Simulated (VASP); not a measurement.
Output of a VASP run:

OSZICAR:
```
       N       E                     dE             d eps       ncg     rms          rms(c)
DAV:   1     0.534024070961E+02    0.53402E+02   -0.45357E+03  5926   0.189E+03
DAV:   2    -0.300003310799E+01   -0.56402E+02   -0.53098E+02  5248   0.269E+02
DAV:   3    -0.570454184233E+01   -0.27045E+01   -0.25972E+01  5912   0.789E+01
DAV:   4    -0.573274611487E+01   -0.28204E-01   -0.28188E-01  6250   0.834E+00
DAV:   5    -0.573314108947E+01   -0.39497E-03   -0.39496E-03  6272   0.861E-01    0.804E+00
DAV:   6    -0.507720358719E+01    0.65594E+00   -0.57853E+00  5598   0.101E+02    0.372E+00
DAV:   7    -0.473378584581E+01    0.34342E+00   -0.11148E+00  5732   0.408E+01    0.599E-01
DAV:   8    -0.471936424642E+01    0.14422E-01   -0.81998E-03  6256   0.168E+00    0.343E-01
DAV:   9    -0.471698909503E+01    0.23752E-02   -0.23043E-03  6796   0.202E+00    0.157E-02
DAV:  10    -0.471699937599E+01   -0.10281E-04   -0.91266E-05  6686   0.126E-01    0.792E-03
DAV:  11    -0.471700021254E+01   -0.83656E-06   -0.62225E-07  4598   0.157E-02
   1 F= -.47170002E+01 E0= -.47168181E+01  d E =-.364254E-03  mag=     0.0000    -0.0000    -0.0000
       N       E                     dE             ncg
```

### OUTCAR
```
------------------------ aborting loop because EDIFF is reached ----------------------------------------
  FORCE on cell =-STRESS in cart. coord.  units (eV):
  Direction    XX          YY          ZZ          XY          YZ          ZX
  --------------------------------------------------------------------------------------
  Total       -0.0020007     -0.0020007     -0.0020007     -0.0000000      0.0000000      0.0000000
  in kB       -0.2940707     -0.2940707     -0.2940707     -0.0000000      0.0000000      0.0000000
  external PRESSURE =      -0.2940707 kB  Pullay stress =       0.0000000 kB
  volume of cell :       10.90
      direct lattice vectors                 reciprocal lattice vectors
     0.000000000  1.759833198  1.759833198    -0.284117836  0.284117836  0.284117836
     1.759833198  0.000000000  1.759833198     0.284117836 -0.284117836  0.284117836
     1.759833198  1.759833198  0.000000000     0.284117836  0.284117836 -0.284117836
 POSITION                                       TOTAL-FORCE (eV/Angst)
 -----------------------------------------------------------------------------------
      0.00000      0.00000      0.00000        -0.000000     -0.000000     -0.000000
 -----------------------------------------------------------------------------------
    total drift:                                0.000000      0.000000      0.000000
  FREE ENERGIE OF THE ION-ELECTRON SYSTEM (eV)
  ---------------------------------------------------
  free  energy   TOTEN  =        -4.7170002125 eV

  energy  without entropy=       -4.7166359583  energy(sigma->0) =       -4.71681809

 Ion:    1  E_soc:     -0.0133988
```
(Selected blocks of OUTCAR.)

POSCAR:
```
Cu
1
    0.0000000000     1.7598331984     1.7598331984
    1.7598331984     0.0000000000     1.7598331984
    1.7598331984     1.7598331984     0.0000000000
Cu
1
Direct
  0.0000000000   0.0000000000   0.0000000000
```

Write an INCAR and KPOINTS that could have produced this output.

This is not unique; one that fits is the input of the run itself, LDA (Ceperley-Alder, Perdew-Zunger) with spin-orbit coupling, plane waves, VASP's LDA PAW potentials (set 64).

File KPOINTS:
```
kpoints
0
gamma
16 16 16
```

**INCAR**
```
SYSTEM = Cu
PREC = Accurate
ENCUT = 400
EDIFF = 1E-6
NELM = 100
ALGO = Normal
LREAL = .FALSE.
LASPH = .TRUE.
ISMEAR = 0
SIGMA = 0.05
LMAXMIX = 4
LWAVE = .FALSE.
LCHARG = .FALSE.
LSORBIT = .TRUE.
MAGMOM = 0 0 0
GGA_COMPAT = .FALSE.
```

File KPOINTS_OPT:
```
k-points along high-symmetry lines
8
Line-mode
Reciprocal
  0.000000   0.000000   0.000000 ! GAMMA
  0.500000   0.000000   0.500000 ! X

  0.500000   0.000000   0.500000 ! X
  0.625000   0.250000   0.625000 ! U

  0.375000   0.375000   0.750000 ! K
  0.000000   0.000000   0.000000 ! GAMMA

  0.000000   0.000000   0.000000 ! GAMMA
  0.500000   0.500000   0.500000 ! L

  0.500000   0.500000   0.500000 ! L
  0.500000   0.250000   0.750000 ! W

  0.500000   0.250000   0.750000 ! W
  0.500000   0.000000   0.500000 ! X
```

POTCAR, in this order: Cu (LDA.64 set). Program: vasp_ncl.

The compound is Cu in the fcc structure. It was relaxed first, which changed the volume by -7 %.
